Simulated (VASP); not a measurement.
These are PBE GGA, VASP's PBE PAW potentials (set 64) (plane waves; VASP) values and carry that method's errors.

Input for VASP

### KPOINTS
```
Automatic mesh
0
Gamma
8 8 8
0 0 0
```

**POSCAR**
```
Ni3Fe
1
    3.5500000000     0.0000000000     0.0000000000
    0.0000000000     3.5500000000     0.0000000000
    0.0000000000     0.0000000000     3.5500000000
Fe Ni
1 3
Direct
  0.0000000000   0.0000000000   0.0000000000
  0.0000000000   0.5000000000   0.5000000000
  0.5000000000   0.0000000000   0.5000000000
  0.5000000000   0.5000000000   0.0000000000
```

INCAR:
```
# general
SYSTEM  = Ni3Fe
PREC    = Accurate
ENCUT   = 400   # plane-wave cut-off (eV)
LREAL   = F
LASPH   = T   # aspherical one-centre terms

# electronic loop
EDIFF   = 1E-6   # SCF stop (eV)
NELM    = 100
ALGO    = Normal
LMAXMIX = 4   # l cut-off of mixed one-centre charges

# smearing
ISMEAR  = 1   # Methfessel-Paxton
SIGMA   = 0.1

# functional
GGA     = PE   # PBE

# spin
ISPIN   = 2   # spin-polarised
MAGMOM  = 3.0 3*0.7
NUPDOWN = 3

# ions
ISIF    = 2   # forces and stress, cell fixed

# output
LWAVE   = F
LCHARG  = F
LORBIT  = 10
```

POTCAR, in this order: Fe Ni (PBE.64 set). Program: vasp_std.

What VASP printed:

OUTCAR:
```
 ion  position               nearest neighbor table
   1  0.000  0.000  0.000-   2 2.51   3 2.51   4 2.51   2 2.51   3 2.51   2 2.51   4 2.51   2 2.51
                             3 2.51   4 2.51   3 2.51   4 2.51
   2  0.000  0.500  0.500-   1 2.51   3 2.51   4 2.51   1 2.51   4 2.51   1 2.51   3 2.51   1 2.51
                             3 2.51   4 2.51   4 2.51   3 2.51
   3  0.500  0.000  0.500-   1 2.51   2 2.51   4 2.51   1 2.51   4 2.51   2 2.51   4 2.51   4 2.51
                             1 2.51   2 2.51   1 2.51   2 2.51
   4  0.500  0.500  0.000-   1 2.51   2 2.51   3 2.51   2 2.51   3 2.51   1 2.51   3 2.51   3 2.51
                             1 2.51   2 2.51   2 2.51   1 2.51
  LATTYP: Found a simple cubic cell.
 ALAT       =     3.5500000000
 Subroutine PRICEL returns:
 Original cell was already a primitive cell.
 Subroutine GETGRP returns: Found 48 space group operations
The static configuration has the point symmetry O_h .
The dynamic configuration has the point symmetry O_h .
The overall configuration has the point symmetry O_h .
 Subroutine INISYM returns: Found 48 space group operations
 Subroutine IBZKPT returns following result:
 Found     35 irreducible k-points:

 Following reciprocal coordinates:
            Coordinates               Weight
  0.000000  0.000000  0.000000      1.000000
  0.125000  0.000000  0.000000      6.000000
  0.250000  0.000000  0.000000      6.000000
  0.375000  0.000000  0.000000      6.000000
  0.500000  0.000000  0.000000      3.000000
  0.125000  0.125000  0.000000     12.000000
  0.250000  0.125000  0.000000     24.000000
  0.375000  0.125000  0.000000     24.000000
  0.500000  0.125000  0.000000     12.000000
  0.250000  0.250000  0.000000     12.000000
  0.375000  0.250000  0.000000     24.000000
  0.500000  0.250000  0.000000     12.000000
  0.375000  0.375000  0.000000     12.000000
  0.500000  0.375000  0.000000     12.000000
  0.500000  0.500000  0.000000      3.000000
  0.125000  0.125000  0.125000      8.000000
  0.250000  0.125000  0.125000     24.000000
...
```

OSZICAR:
```
       N       E                     dE             d eps       ncg     rms          rms(c)
DAV:   1     0.216179422007E+03    0.21618E+03   -0.14569E+04  3784   0.169E+03
DAV:   2    -0.170478230890E+02   -0.23323E+03   -0.22430E+03  3648   0.333E+02
DAV:   3    -0.286566163765E+02   -0.11609E+02   -0.11075E+02  3764   0.103E+02
DAV:   4    -0.288083900717E+02   -0.15177E+00   -0.15125E+00  3982   0.123E+01
DAV:   5    -0.288129196985E+02   -0.45296E-02   -0.45292E-02  4986   0.172E+00    0.206E+01
DAV:   6    -0.278429979456E+02    0.96992E+00   -0.49534E+01  3930   0.105E+02    0.302E+01
DAV:   7    -0.302036566749E+02   -0.23607E+01   -0.24641E+01  4434   0.139E+02    0.298E+01
DAV:   8    -0.243395927604E+02    0.58641E+01   -0.22963E+01  4470   0.567E+01    0.500E+00
DAV:   9    -0.245255617847E+02   -0.18597E+00   -0.95409E-01  4010   0.112E+01    0.380E+00
DAV:  10    -0.245621496444E+02   -0.36588E-01   -0.21111E-01  5576   0.759E+00    0.211E+00
DAV:  11    -0.245947540413E+02   -0.32604E-01   -0.65592E-02  5914   0.444E+00    0.132E+00
DAV:  12    -0.246062252585E+02   -0.11471E-01   -0.30117E-02  5902   0.387E+00    0.879E-01
DAV:  13    -0.246049363366E+02    0.12889E-02   -0.81214E-03  5300   0.176E+00    0.345E-01
DAV:  14    -0.246050616743E+02   -0.12534E-03   -0.15055E-03  5102   0.793E-01    0.147E-01
DAV:  15    -0.246050791333E+02   -0.17459E-04   -0.37625E-04  5318   0.317E-01    0.856E-02
DAV:  16    -0.246051481758E+02   -0.69043E-04   -0.10905E-04  5060   0.241E-01    0.238E-02
DAV:  17    -0.246051503091E+02   -0.21332E-05   -0.13155E-05  4588   0.397E-02    0.110E-02
DAV:  18    -0.246051505984E+02   -0.28930E-06   -0.13821E-06  2016   0.229E-02
   1 F= -.24605151E+02 E0= -.24604432E+02  d E =-.215587E-02  mag=     3.0000
```

### OUTCAR
```
------------------------ aborting loop because EDIFF is reached ----------------------------------------
  FORCE on cell =-STRESS in cart. coord.  units (eV):
  Direction    XX          YY          ZZ          XY          YZ          ZX
  --------------------------------------------------------------------------------------
  Total       -0.7143847     -0.7143847     -0.7143847      0.0000000     -0.0000000      0.0000000
  in kB      -25.5833657    -25.5833657    -25.5833657      0.0000000     -0.0000000      0.0000000
  external PRESSURE =     -25.5833657 kB  Pullay stress =       0.0000000 kB
  volume of cell :       44.74
      direct lattice vectors                 reciprocal lattice vectors
     3.550000000  0.000000000  0.000000000     0.281690141  0.000000000  0.000000000
     0.000000000  3.550000000  0.000000000     0.000000000  0.281690141  0.000000000
     0.000000000  0.000000000  3.550000000     0.000000000  0.000000000  0.281690141
 POSITION                                       TOTAL-FORCE (eV/Angst)
 -----------------------------------------------------------------------------------
      0.00000      0.00000      0.00000         0.000000      0.000000      0.000000
      0.00000      1.77500      1.77500         0.000000      0.000000      0.000000
      1.77500      0.00000      1.77500         0.000000      0.000000      0.000000
      1.77500      1.77500      0.00000         0.000000      0.000000      0.000000
 -----------------------------------------------------------------------------------
    total drift:                                0.000000     -0.000000     -0.000000
  FREE ENERGIE OF THE ION-ELECTRON SYSTEM (eV)
  ---------------------------------------------------
  free  energy   TOTEN  =       -24.6051505984 eV

  energy  without entropy=      -24.6029947302  energy(sigma->0) =      -24.60443198

 total charge

# of ion       s       p       d       tot
------------------------------------------
    1        0.466   0.489   6.139   7.094
    2        0.498   0.499   8.329   9.326
    3        0.498   0.499   8.329   9.326
    4        0.498   0.499   8.329   9.326
--------------------------------------------------
tot          1.959   1.985  31.127  35.070

 magnetization (x)

# of ion       s       p       d       tot
------------------------------------------
    1        0.011   0.010   2.710   2.732
    2       -0.016  -0.036   0.147   0.095
    3       -0.016  -0.036   0.147   0.095
    4       -0.016  -0.036   0.147   0.095
--------------------------------------------------
tot         -0.035  -0.099   3.151   3.016
```
(Selected blocks of OUTCAR.)

**OUTCAR**
```
 val. band max:        8.6643432677   @ k =   0.3750   0.1250   0.1250

 cond. band min:       8.0880592039   @ k =   0.5000   0.5000   0.5000


 Fermi energy:         8.0861638400

 spin component 1

 k-point     1 :       0.0000    0.0000    0.0000
  band No.  band energies     occupation
      1      -0.5181      1.00000
      2       3.3885      1.00000
      3       3.3885      1.00000
      4       4.0486      1.00000
      5       4.2273      1.00000
      6       4.2273      1.00000
      7       4.2273      1.00000
      8       6.1611      1.00000
      9       6.1611      1.00000
     10       6.1611      1.00000
     11       7.0730      1.00000
     12       7.0730      1.00000
     13       7.8831      1.00724
     14       7.8831      1.00724
     15       7.9929      1.01658
     16       8.0558      0.74409
     17       8.0558      0.74409
     18       8.0558      0.74409
     19       8.3154     -0.00278
     20       8.3154     -0.00278
     21       8.3154     -0.00278
     22      10.7693      0.00000
     23      10.7693      0.00000
     24      10.7693      0.00000
     25      17.4216      0.00000
     26      17.4216      0.00000

 k-point     2 :       0.1250    0.0000    0.0000
  band No.  band energies     occupation
      1      -0.3168      1.00000
      2       3.4474      1.00000
      3       3.4825      1.00000
      4       4.1218      1.00000
      5       4.2872      1.00000
      6       4.2962      1.00000
      7       4.2962      1.00000
      8       6.0891      1.00000
      9       6.2149      1.00000
     10       6.2149      1.00000
     11       6.9953      1.00000
     12       7.0958      1.00000
     13       7.6862      1.00000
     14       7.6862      1.00000
     15       7.7921      1.00013
     16       7.8384      1.00128
     17       7.9332      1.02630
     18       8.0558      0.74459
     19       8.1265      0.18756
     20       8.1265      0.18755
...
```

The compound is Ni3Fe in the L1_2 structure. The cell was not relaxed at this level. The run is one of a series of settings (NUPDOWN = 3 against the base run), some of them coarse on purpose.
